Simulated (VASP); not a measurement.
Here is the system:

```
HfN
1.0
    0.00000     2.20936     2.20936
    2.20936     0.00000     2.20936
    2.20936     2.20936     0.00000
Hf N
1 1
Direct
  0.00000   0.00000   0.00000
  0.50000   0.50000   0.50000
```

Calculation: revTPSS meta-GGA, VASP's PBE PAW potentials (set 64) (plane waves; VASP). Settings: 520 eV cut-off, 14×14×14 Γ-centred mesh, first-order Methfessel-Paxton smearing of 0.10 eV, potentials Hf_pv N.

### Question
Give the stress tensor in GPa (positive for a compressed cell).

### Answer

```
20.06   0.00   0.00
 0.00  20.06   0.00
 0.00   0.00  20.06
```
The pressure is its mean diagonal, 20.06 GPa.

The compound is HfN in the rock salt structure. This cell is one point of a volume scan, at 0.94 of the reference volume. The electron count is odd and the run is not spin-polarised, which forces a metal.
